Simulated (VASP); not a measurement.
All values below come from PBE GGA, VASP's PBE PAW potentials (set 64) (plane waves; VASP).

Input for VASP

**INCAR**
```
! general
SYSTEM =Te
PREC   =Accurate
ENCUT  =520   ! plane-wave cut-off (eV)
LREAL  =.FALSE.   ! projection in real space or not
LASPH  =.TRUE.   ! aspherical one-centre terms
ICHARG =11   ! fixed density

! electronic loop
EDIFF  =1E-7
NELM   =100
ALGO   =Normal   ! blocked Davidson
LMAXMIX=4

! smearing
ISMEAR =0   ! Gaussian
SIGMA  =0.05   ! width (eV)

! functional
GGA    =PE   ! PBE

! output
LWAVE  =.FALSE.
LCHARG =.FALSE.
LORBIT =11
```

**POSCAR**
```
Te
1
    2.2669817230    -3.9265272082     0.0000000000
    2.2669817230     3.9265272082     0.0000000000
    0.0000000000     0.0000000000     5.9451009044
Te
3
Direct
  0.0000000000   0.2671229771   0.6666670000
  0.7328770229   0.7328770229   0.0000000000
  0.2671229771   0.0000000000   0.3333330000
```

File KPOINTS:
```
k-points along high-symmetry lines
10
Line-mode
Reciprocal
  0.000000   0.000000   0.000000 ! GAMMA
  0.500000   0.000000   0.000000 ! M

  0.500000   0.000000   0.000000 ! M
  0.333333   0.333333   0.000000 ! K

  0.333333   0.333333   0.000000 ! K
  0.000000   0.000000   0.000000 ! GAMMA

  0.000000   0.000000   0.000000 ! GAMMA
  0.000000   0.000000   0.500000 ! A

  0.000000   0.000000   0.500000 ! A
  0.500000   0.000000   0.500000 ! L

  0.500000   0.000000   0.500000 ! L
  0.333333   0.333333   0.500000 ! H

  0.333333   0.333333   0.500000 ! H
  0.000000   0.000000   0.500000 ! A

  0.500000   0.000000   0.500000 ! L
  0.500000   0.000000   0.000000 ! M

  0.333333   0.333333   0.500000 ! H
  0.333333   0.333333   0.000000 ! K
```

POTCAR, in this order: Te (PBE.64 set). Program: vasp_std. Read from the step before: CHGCAR.

Output

File OSZICAR:
```
       N       E                     dE             d eps       ncg     rms          rms(c)
DAV:   1     0.803614253069E+02    0.80361E+02   -0.65865E+03  2340   0.110E+03
DAV:   2    -0.327442525681E+01   -0.83636E+02   -0.80421E+02  3187   0.155E+02
DAV:   3    -0.869531110386E+01   -0.54209E+01   -0.53476E+01  2785   0.453E+01
DAV:   4    -0.879954274065E+01   -0.10423E+00   -0.10412E+00  3119   0.755E+00
DAV:   5    -0.880117109101E+01   -0.16284E-02   -0.16283E-02  2885   0.886E-01
DAV:   6    -0.880124631020E+01   -0.75219E-04   -0.75219E-04  3475   0.141E-01
DAV:   7    -0.880124696132E+01   -0.65112E-06   -0.65111E-06  2920   0.102E-02
DAV:   8    -0.880124699317E+01   -0.31848E-07   -0.32299E-07  2287   0.158E-03
   1 F= -.88012470E+01 E0= -.88012402E+01  d E =-.136264E-04
```

OUTCAR:
```
 val. band max:        5.4757444396   @ k =   0.3519   0.2963   0.5000

 cond. band min:       5.6958845664   @ k =   0.3333   0.3333   0.5000



 k-point     1 :       0.0000    0.0000    0.0000
  band No.  band energies     occupation
      1      -7.8910      2.00000
      2      -4.7267      2.00000
      3      -4.7267      2.00000
      4       2.4764      2.00000
      5       2.7349      2.00000
      6       2.7349      2.00000
      7       3.8543      2.00000
      8       3.8543      2.00000
      9       4.6832      2.00000
     10       6.4659      0.00000
     11       6.4659      0.00000
     12       7.0066      0.00000
     13      10.5183      0.00000

 k-point     2 :       0.0556    0.0000    0.0000
  band No.  band energies     occupation
      1      -7.8716      2.00000
      2      -4.7335      2.00000
      3      -4.7224      2.00000
      4       2.2932      2.00000
      5       2.6028      2.00000
      6       2.7057      2.00000
      7       3.9245      2.00000
      8       4.0519      2.00000
      9       4.7322      2.00000
     10       6.3802      0.00000
     11       6.4505      0.00000
     12       6.9727      0.00000
     13      10.4795      0.00000

 k-point     3 :       0.1111    0.0000    0.0000
  band No.  band energies     occupation
      1      -7.8138      2.00000
      2      -4.7562      2.00000
      3      -4.7099      2.00000
      4       1.9105      2.00000
      5       2.3600      2.00000
      6       2.5991      2.00000
      7       4.0807      2.00000
      8       4.3687      2.00000
      9       4.8273      2.00000
     10       6.2206      0.00000
     11       6.4139      0.00000
     12       6.9131      0.00000
     13      10.2846      0.00000

 k-point     4 :       0.1667    0.0000    0.0000
  band No.  band energies     occupation
      1      -7.7199      2.00000
      2      -4.8012      2.00000
      3      -4.6897      2.00000
      4       1.5215      2.00000
...
```

The density is held fixed in this step, so its total energy and stress have no physical meaning. Unless said otherwise, spin-orbit coupling is left out, though it shifts the bands of the heavy elements here.

The compound is Te in the trig structure. It was relaxed first.
